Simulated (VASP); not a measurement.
# How SCF solver and precision settings change a VASP run on Se

Aim: find what the SCF solver and precision settings change for Se, and what they cost. The series runs use PBEsol. The SCF solver tried: ALGO = Normal; ALGO = Fast; ALGO = VeryFast; ALGO = All; ALGO = Damped; AMIX = 0.1, BMIX = 0.01; AMIX = 0.8; IMIX = 1, AMIX = 0.2. The precision settings tried: PREC = Low; PREC = Medium; PREC = Normal; PREC = Single; PREC = Accurate; LREAL = Auto; ADDGRID = .TRUE.; LASPH = .TRUE.. This is not the structure that Se takes at ambient conditions. The start is a computed cell from the Materials Project.

Program: VASP 6.6.1. Level of theory: PBEsol; plane waves and PAW (Se). Results are calculated unless marked as measured.

The starting crystal is not the ambient structure of Se (space group No. 152 or space group No. 154); it is a model or a phase of other conditions.

## Step 1: The structure

It takes space group Im-3m (No. 229, cubic). The conventional cell has a = 3.407 Å, b = 3.407 Å, c = 3.407 Å, α = 90.00°, β = 90.00°, γ = 90.00°. Nearest to Se lie 8 Se at 2.95 Å.

Structure file:

```xyz
1
Lattice="-1.7034 1.7034 1.7034 1.7034 -1.7034 1.7034 1.7034 1.7034 -1.7034" Properties=species:S:1:pos:R:3 pbc="T T T"
Se    0.0000    0.0000    0.0000
```

## Step 2: SCF solver: ALGO = Normal

All solvers should reach one answer; they differ in cycles and robustness. PBEsol restores the gradient expansion of exchange and is tuned for the cells of solids.

The input, INCAR:

```
SYSTEM = Se
PREC = Accurate
ENCUT = 400
EDIFF = 1E-06
NELM = 100
ISMEAR = -1
SIGMA = 0.05
LREAL = .FALSE.
ALGO = Normal
GGA = PS
NBANDS = 9
LORBIT = 11
LWAVE = .FALSE.
LCHARG = .FALSE.
KPAR = 2
ISIF = 2
```

The input, POSCAR:

```
Se
1.0
   -1.7034486149      1.7034486149      1.7034486149
    1.7034486149     -1.7034486149      1.7034486149
    1.7034486149      1.7034486149     -1.7034486149
Se
1
Direct
    0.0000000000      0.0000000000      0.0000000000
```

The input, KPOINTS:

```
Automatic mesh
0
Gamma
9 9 9
0 0 0
```

Potentials, in the order of the species: Se (PBE family, release 64).

Launch:

```bash
mpirun -np 2 vasp_std
```

The program printed:

```text
[banner, memory and clock lines left out]
running    2 mpi-ranks, on    1 nodes
 distrk:  each k-point on    1 cores,    2 groups
 distr:  one band on    1 cores,    1 groups

 POSCAR found type information on POSCAR Se
 POSCAR found :  1 types and       1 ions
|                                                                             |
|               ----> ADVICE to this user running VASP <----                  |
|                                                                             |
|     You enforced a specific xc type in the INCAR file but a different       |
|     [... a line on the potential file left out ...]
|     I HOPE YOU KNOW WHAT YOU ARE DOING!                                     |
|                                                                             |

 LDA part: xc-table for (Slater+PW92), standard interpolation
 POSCAR, INCAR and KPOINTS ok, starting setup
 FFT: planning ... GRIDC
 FFT: planning ... GRID_SOFT
 FFT: planning ... GRID
 WAVECAR not read
 entering main loop
       N       E                     dE             d eps       ncg     rms          rms(c)
DAV:   1     0.789463422848E+01    0.78946E+01   -0.25443E+03   630   0.459E+02
DAV:   2    -0.315464915900E+01   -0.11049E+02   -0.10597E+02   879   0.713E+01
DAV:   3    -0.341009056370E+01   -0.25544E+00   -0.24596E+00   739   0.927E+00
DAV:   4    -0.341060590681E+01   -0.51534E-03   -0.51532E-03   862   0.446E-01
DAV:   5    -0.341060625465E+01   -0.34785E-06   -0.34756E-06   716   0.111E-02    0.347E+00
DAV:   6    -0.340868393490E+01    0.19223E-02   -0.29753E-03   688   0.277E-01    0.205E+00
DAV:   7    -0.340836737887E+01    0.31656E-03   -0.48523E-03   694   0.359E-01    0.772E-02
DAV:   8    -0.340835116210E+01    0.16217E-04   -0.14656E-04   690   0.683E-02    0.739E-03
DAV:   9    -0.340835129371E+01   -0.13161E-06   -0.11959E-06   811   0.887E-03
   1 F= -.34083513E+01 E0= -.34066289E+01  d E =-.344482E-02
```

Elapsed: 1.8 s, on 2 MPI ranks of Intel Xeon Platinum 8488C (Sapphire Rapids), shared host; peak memory 0.22 GiB; 2.8 s of CPU time.

Lines that name or quote the potential files are left out of all logs, and their timing lines are given in words.

From OUTCAR (step 2):

```text
ion  position               nearest neighbor table
   1  0.000  0.000  0.000-

  LATTYP: Found a body centered cubic cell.
 ALAT       =     3.4068972298

 Subroutine GETGRP returns: Found 48 space group operations
 (whereof 48 operations were pure point group operations)

The static configuration has the point symmetry O_h .

 Found     35 irreducible k-points:

   k-points           NKPTS =     35   k-points in BZ     NKDIM =     35   number of bands    NBANDS=      9

   dimension x,y,z NGX =    20 NGY =   20 NGZ =   20
   dimension x,y,z NGXF=    40 NGYF=   40 NGZF=   40

   ENCUT  =  400.0 eV  29.40 Ry    5.42 a.u.   4.81  4.81  4.81*2*pi/ulx,y,z

   NELECT =       6.0000    total number of electrons

 k-points in reciprocal lattice and weights: Automatic mesh
   0.00000000  0.00000000  0.00000000       0.001
   0.11111111  0.00000000  0.00000000       0.016
   0.22222222  0.00000000  0.00000000       0.016
   0.33333333  0.00000000  0.00000000       0.016
   0.44444444  0.00000000  0.00000000       0.016
   0.11111111  0.11111111  0.00000000       0.033
   0.22222222  0.11111111  0.00000000       0.066
   0.33333333  0.11111111  0.00000000       0.066
   0.44444444  0.11111111  0.00000000       0.033
[...]
-0.44444444 -0.44444444  0.33333333       0.011
  -0.44444444  0.44444444  0.44444444       0.008

 average (electrostatic) potential at core
       1 -53.2492

 E-fermi :   5.6004

 k-point     1 :       0.0000    0.0000    0.0000
  band No.  band energies     occupation
      1     -10.6464      2.00000
      2       8.8612      0.00000
      3       8.8612      0.00000
      4       8.8612      0.00000
      5      17.1209      0.00000
      6      18.1941      0.00000
    ...

 k-point     2 :       0.1111    0.0000    0.0000
  band No.  band energies     occupation
      1     -10.3787      2.00000
      2       7.3157      0.00000
      3       8.3303      0.00000
      4       8.7584      0.00000
      5      16.9165      0.00000
      6      17.2117      0.00000
    ...

 k-point     3 :       0.2222    0.0000    0.0000
  band No.  band energies     occupation
      1      -9.5993      2.00000
      2       4.3142      2.00000
      3       7.2777      0.00000
      4       8.4904      0.00000
      5      14.8993      0.00000
      6      15.7373      0.00000
      7      20.1491      0.00000
    ...

  Total       -0.1723498     -0.1723498     -0.1723498      0.0000000      0.0000000     -0.0000000
  in kB      -13.9660678    -13.9660678    -13.9660678      0.0000000      0.0000000     -0.0000000
  external PRESSURE =     -13.9660678 kB  Pullay stress =       0.0000000 kB

  energy-cutoff  :      400.00
  volume of cell :       19.77
      direct lattice vectors                 reciprocal lattice vectors
    -1.703448615  1.703448615  1.703448615     0.000000000  0.293522209  0.293522209
     1.703448615 -1.703448615  1.703448615     0.293522209  0.000000000  0.293522209
     1.703448615  1.703448615 -1.703448615     0.293522209  0.293522209  0.000000000

 POSITION                                       TOTAL-FORCE (eV/Angst)
 -----------------------------------------------------------------------------------
      0.00000      0.00000      0.00000         0.000000     -0.000000      0.000000
 -----------------------------------------------------------------------------------
    total drift:                                0.000000      0.000000     -0.000000

  FREE ENERGIE OF THE ION-ELECTRON SYSTEM (eV)
  ---------------------------------------------------
  free  energy   TOTEN  =        -3.4083512937 eV

  energy  without entropy=       -3.4049064722  energy(sigma->0) =       -3.40662888

 total charge
# of ion       s       p       d       tot
------------------------------------------
    1        1.544   2.029   0.054   3.627

[... 3 further parts left out ...]
```

The k-mesh is coarse for a metal. The PAW data sets were made with PBE, which is usual practice but a small mismatch for other functionals.

Numbers from this step:

| Property | Result |
| --- | --- |
| SCF cycles | 9 |
| electrons | 6 |
| bands | 9 |
| irreducible k-points | 35 |
| symmetry operations | 48 |
| free energy (TOTEN) | -3.408 eV |
| energy at zero smearing | -3.407 eV |
| Fermi energy | 5.600 eV |
| pressure | -1.397 GPa |
| metallic, judged on the points sampled | yes |

The series starts at -3.4066 eV an atom and -1.40 GPa, after 9 cycles in 1.8 s.

## Step 3: SCF solver: ALGO = Fast

INCAR: that of step 2 with these lines changed.

```diff
@@ -8,3 +8,3 @@
 LREAL = .FALSE.
-ALGO = Normal
+ALGO = Fast
 GGA = PS
```

POSCAR is that of step 2.

KPOINTS is that of step 2.

Launch:

```bash
mpirun -np 2 vasp_std
```

The program printed:

```text
[banner, memory and clock lines left out]
running    2 mpi-ranks, on    1 nodes
[...]
[... a notice as in an earlier step ...]

 LDA part: xc-table for (Slater+PW92), standard interpolation
 POSCAR, INCAR and KPOINTS ok, starting setup
[...]
entering main loop
       N       E                     dE             d eps       ncg     rms          rms(c)
[... 5 cycles as in an earlier step ...]
RMM:   6    -0.340867734203E+01    0.19289E-02   -0.18266E-03   644   0.253E-01    0.206E+00
RMM:   7    -0.340837533449E+01    0.30201E-03   -0.36322E-03   666   0.369E-01    0.710E-02
RMM:   8    -0.340835104585E+01    0.24289E-04   -0.16141E-04   701   0.971E-02    0.579E-03
RMM:   9    -0.340835135657E+01   -0.31072E-06   -0.60165E-06   735   0.217E-02
   1 F= -.34083514E+01 E0= -.34066290E+01  d E =-.344462E-02
```

It took 2 s on 2 MPI ranks; peak memory 0.22 GiB.

Parts of OUTCAR (step 3):

```text
  Total       -0.1718263     -0.1718263     -0.1718263      0.0000000      0.0000000      0.0000000
  in kB      -13.9236506    -13.9236506    -13.9236506      0.0000000      0.0000000      0.0000000
  external PRESSURE =     -13.9236506 kB  Pullay stress =       0.0000000 kB

 POSITION                                       TOTAL-FORCE (eV/Angst)
 -----------------------------------------------------------------------------------
      0.00000      0.00000      0.00000        -0.000000      0.000000      0.000000
 -----------------------------------------------------------------------------------
    total drift:                                0.000000      0.000000     -0.000000

  FREE ENERGIE OF THE ION-ELECTRON SYSTEM (eV)
  ---------------------------------------------------
  free  energy   TOTEN  =        -3.4083513566 eV

  energy  without entropy=       -3.4049067345  energy(sigma->0) =       -3.40662905

[... 2 parts as in an earlier step ...]

[... 1 further part left out ...]
[key lines of the parts left out:]
E-fermi :   5.6004
```

Against the first of the series the energy stays within 0.01 meV an atom and the pressure within 0.01 GPa, after 9 cycles in 2 s.

## Step 4: SCF solver: ALGO = VeryFast

INCAR: that of step 3 with these lines changed.

```diff
@@ -8,3 +8,3 @@
 LREAL = .FALSE.
-ALGO = Fast
+ALGO = VeryFast
 GGA = PS
```

POSCAR is that of step 3.

KPOINTS is that of step 3.

Launch:

```bash
mpirun -np 2 vasp_std
```

The program printed:

```text
[... set-up lines as in an earlier step ...]
 entering main loop
       N       E                     dE             d eps       ncg     rms          rms(c)
RMM:   1     0.185872568446E+02    0.18587E+02   -0.10550E+03   315   0.330E+02
RMM:   2     0.472802547789E+00   -0.18114E+02   -0.15061E+02   315   0.700E+01
RMM:   3    -0.278519188349E+01   -0.32580E+01   -0.21888E+01   315   0.244E+01
RMM:   4    -0.336511062319E+01   -0.57992E+00   -0.28446E+00   315   0.953E+00
[...]
RMM:  14    -0.340837531406E+01    0.30212E-03   -0.35578E-03   763   0.367E-01    0.709E-02
RMM:  15    -0.340835103266E+01    0.24281E-04   -0.15646E-04   757   0.962E-02    0.538E-03
RMM:  16    -0.340835136638E+01   -0.33372E-06   -0.59001E-06   780   0.218E-02
   1 F= -.34083514E+01 E0= -.34066291E+01  d E =-.344462E-02
```

Wall time 2.8 s (2 MPI ranks); peak memory 0.22 GiB; 4.5 s of CPU time.

Parts of OUTCAR (step 4):

```text
  Total       -0.1718199     -0.1718199     -0.1718199     -0.0000000     -0.0000000      0.0000000
  in kB      -13.9231294    -13.9231294    -13.9231294     -0.0000000     -0.0000000      0.0000000
  external PRESSURE =     -13.9231294 kB  Pullay stress =       0.0000000 kB

 POSITION                                       TOTAL-FORCE (eV/Angst)
 -----------------------------------------------------------------------------------
      0.00000      0.00000      0.00000         0.000000      0.000000      0.000000
 -----------------------------------------------------------------------------------
    total drift:                                0.000000      0.000000     -0.000000

  FREE ENERGIE OF THE ION-ELECTRON SYSTEM (eV)
  ---------------------------------------------------
  free  energy   TOTEN  =        -3.4083513664 eV

  energy  without entropy=       -3.4049067445  energy(sigma->0) =       -3.40662906

[... 2 parts as in an earlier step ...]

[... 1 further part left out ...]
[key lines of the parts left out:]
E-fermi :   5.6004
```

Against the first of the series the energy stays within 0.01 meV an atom and the pressure within 0.01 GPa, after 16 cycles in 2.8 s.

## Step 5: SCF solver: ALGO = All

INCAR: that of step 4 with these lines changed.

```diff
@@ -8,3 +8,3 @@
 LREAL = .FALSE.
-ALGO = VeryFast
+ALGO = All
 GGA = PS
```

POSCAR is that of step 4.

KPOINTS is that of step 4.

Launch:

```bash
mpirun -np 2 vasp_std
```

The program printed:

```text
[... set-up lines as in an earlier step ...]
 entering main loop
       N       E                     dE             d eps       ncg     rms           ort
DAV:   1     0.789463422848E+01    0.78946E+01   -0.26936E+03   315   0.499E+02
DAV:   2    -0.315464915900E+01   -0.11049E+02   -0.10597E+02   315   0.713E+01
DAV:   3    -0.341009056370E+01   -0.25544E+00   -0.24596E+00   315   0.927E+00
DAV:   4    -0.341060590681E+01   -0.51534E-03   -0.51532E-03   315   0.446E-01
DAV:   5    -0.341060625465E+01   -0.34785E-06   -0.34756E-06   315   0.111E-02
SDA:   6    -0.340645091103E+01    0.41553E-02   -0.34756E-06   315   0.425E-02   0.000E+00
 gam= 0.000 g(H,U,f)=  0.321E-02 0.101E-02 0.232E-04 ort(H,U,f) = 0.000E+00 0.000E+00 0.000E+00
 gam= 0.000 trial= 0.400  step=  0.8147 mean=  0.4000
CGA:   7    -0.340818176322E+01   -0.17309E-02   -0.17305E-02   315   0.267E-03   0.128E-05
 gam= 0.063 g(H,U,f)=  0.152E-03 0.111E-03 0.296E-05 ort(H,U,f) =-0.341E-03 0.334E-03 0.798E-05
 gam= 0.063 trial= 0.441  step=  1.1208 mean=  0.4415
CGA:   8    -0.340833156715E+01   -0.14980E-03   -0.14950E-03   315   0.326E-04   0.967E-06
 gam= 0.122 g(H,U,f)=  0.241E-04 0.819E-05 0.258E-06 ort(H,U,f) =-0.357E-04 0.357E-04 0.100E-05
 gam= 0.122 trial= 0.509  step=  1.1431 mean=  0.5094
CGA:   9    -0.340834981562E+01   -0.18248E-04   -0.18680E-04   315   0.278E-05  -0.137E-05
 gam= 0.085 g(H,U,f)=  0.268E-05 0.954E-07 0.539E-08 ort(H,U,f) =-0.270E-05 0.128E-05 0.542E-07
 gam= 0.085 trial= 0.573  step=  1.0642 mean=  0.5728
CGA:  10    -0.340835112028E+01   -0.13047E-05   -0.14189E-05   315   0.198E-06  -0.465E-06
 gam= 0.071 g(H,U,f)=  0.183E-06 0.154E-07 0.514E-10 ort(H,U,f) =-0.396E-06-0.678E-07-0.706E-09
 gam= 0.071 trial= 0.622  step=  0.8013 mean=  0.6219
CGA:  11    -0.340835118829E+01   -0.68008E-07   -0.66147E-07   315   0.180E-07   0.227E-07
 gam= 0.091 g(H,U,f)=  0.112E-07 0.671E-08 0.432E-10 ort(H,U,f) = 0.160E-07 0.667E-08-0.132E-10
 gam= 0.091 trial= 0.640  step=  0.3191 mean=  0.6399
 final diagonalization occupied
   1 F= -.34083512E+01 E0= -.34066292E+01  d E =-.344398E-02
```

Run time: 2.2 s. Hardware: 2 MPI ranks; peak memory 0.22 GiB.

Parts of OUTCAR (step 5):

```text
  Total       -0.1703632     -0.1703632     -0.1703632      0.0000000     -0.0000000      0.0000000
  in kB      -13.8050921    -13.8050921    -13.8050921      0.0000000     -0.0000000      0.0000000
  external PRESSURE =     -13.8050921 kB  Pullay stress =       0.0000000 kB

  FREE ENERGIE OF THE ION-ELECTRON SYSTEM (eV)
  ---------------------------------------------------
  free  energy   TOTEN  =        -3.4083511883 eV

  energy  without entropy=       -3.4049072094  energy(sigma->0) =       -3.40662920

[... 3 parts as in an earlier step ...]

[... 1 further part left out ...]
[key lines of the parts left out:]
E-fermi :   5.5999
```

Against the first of the series the energy stays within 0.01 meV an atom; the pressure moves by +0.02 GPa, after 11 cycles in 2.2 s.

## Step 6: SCF solver: ALGO = Damped

INCAR: that of step 5 with these lines changed.

```diff
@@ -8,3 +8,3 @@
 LREAL = .FALSE.
-ALGO = All
+ALGO = Damped
 GGA = PS
```

POSCAR is that of step 5.

KPOINTS is that of step 5.

Launch:

```bash
mpirun -np 2 vasp_std
```

The program printed:

```text
[... set-up lines as in an earlier step ...]
 entering main loop
       N       E                     dE             d eps       ncg     rms           ort
DAV:   1     0.125512583568E+02    0.12551E+02   -0.25494E+03   315   0.499E+02
DAV:   2    -0.252571719447E+01   -0.15077E+02   -0.14439E+02   315   0.775E+01
DAV:   3    -0.337633450174E+01   -0.85062E+00   -0.80926E+00   315   0.187E+01
DAV:   4    -0.340900029335E+01   -0.32666E-01   -0.32505E-01   315   0.346E+00
[...]
DMP:  12    -0.340834869006E+01   -0.78059E-05   -0.24870E-05   315   0.465E-05   0.411E-05
DMP:  13    -0.340834990476E+01   -0.12147E-05   -0.10702E-05   315   0.295E-05  -0.722E-06
DMP:  14    -0.340835063692E+01   -0.73216E-06   -0.61140E-06   315   0.129E-05   0.625E-06
 final diagonalization occupied
   1 F= -.34083506E+01 E0= -.34066292E+01  d E =-.344284E-02
```

Wall time 2.2 s (2 MPI ranks); peak memory 0.22 GiB.

From OUTCAR (step 6):

```text
  Total       -0.1715149     -0.1715149     -0.1715149      0.0000000      0.0000000     -0.0000000
  in kB      -13.8984168    -13.8984168    -13.8984168      0.0000000      0.0000000     -0.0000000
  external PRESSURE =     -13.8984168 kB  Pullay stress =       0.0000000 kB

  FREE ENERGIE OF THE ION-ELECTRON SYSTEM (eV)
  ---------------------------------------------------
  free  energy   TOTEN  =        -3.4083506369 eV

  energy  without entropy=       -3.4049078016  energy(sigma->0) =       -3.40662922

[... 3 parts as in an earlier step ...]

[... 1 further part left out ...]
[key lines of the parts left out:]
E-fermi :   5.5994
```

Against the first of the series the energy stays within 0.01 meV an atom; the pressure moves by +0.01 GPa, after 14 cycles in 2.2 s.

## Step 7: SCF solver: AMIX = 0.1, BMIX = 0.01

INCAR: that of step 6 with these lines changed.

```diff
@@ -8,3 +8,3 @@
 LREAL = .FALSE.
-ALGO = Damped
+ALGO = Normal
 GGA = PS
@@ -16 +16,3 @@
 ISIF = 2
+AMIX = 0.1
+BMIX = 0.01
```

POSCAR is that of step 6.

KPOINTS is that of step 6.

Launch:

```bash
mpirun -np 2 vasp_std
```

The program printed:

```text
[... set-up lines as in an earlier step ...]
 entering main loop
       N       E                     dE             d eps       ncg     rms          rms(c)
[... 5 cycles as in an earlier step ...]
DAV:   6    -0.340992977441E+01    0.67648E-03   -0.24265E-04   753   0.804E-02    0.311E+00
DAV:   7    -0.340862942402E+01    0.13004E-02   -0.16013E-02   663   0.633E-01    0.188E-01
DAV:   8    -0.340839859914E+01    0.23082E-03   -0.37282E-04   672   0.113E-01    0.685E-02
DAV:   9    -0.340835122095E+01    0.47378E-04   -0.16593E-04   683   0.631E-02    0.567E-03
DAV:  10    -0.340835124455E+01   -0.23601E-07   -0.95367E-07   623   0.700E-03
   1 F= -.34083512E+01 E0= -.34066292E+01  d E =-.344418E-02
```

Wall time 1.8 s (2 MPI ranks); peak memory 0.22 GiB; 2.7 s of CPU time.

OUTCAR, selected parts (step 7):

```text
  Total       -0.1696852     -0.1696852     -0.1696852      0.0000000      0.0000000     -0.0000000
  in kB      -13.7501477    -13.7501477    -13.7501477      0.0000000      0.0000000     -0.0000000
  external PRESSURE =     -13.7501477 kB  Pullay stress =       0.0000000 kB

  FREE ENERGIE OF THE ION-ELECTRON SYSTEM (eV)
  ---------------------------------------------------
  free  energy   TOTEN  =        -3.4083512446 eV

  energy  without entropy=       -3.4049070687  energy(sigma->0) =       -3.40662916

[... 3 parts as in an earlier step ...]

[... 1 further part left out ...]
[key lines of the parts left out:]
E-fermi :   5.6000
```

Against the first of the series the energy stays within 0.01 meV an atom; the pressure moves by +0.02 GPa, after 10 cycles in 1.8 s.

(Part 1 of 3 ends here.)

[Lines on the potential files, build, host, timing and source positions are cut from VASP's logs without a mark.]

[Logs are printed without paths, hosts, clocks, repeated set-up lines and the standing remarks that a program may print on its own settings, such as how far it seeks lower states.]

[Hosts, paths, dates, database ids (printed as entryN), source tags and the programs' standing remarks are cut or masked in the printed files.]

[A measured line is paired with the nearest computed mode of its activity, which favours agreement.]

[In band tables of VASP the shares of atoms and orbitals are scaled to a sum of 1 inside the atoms' spheres.]
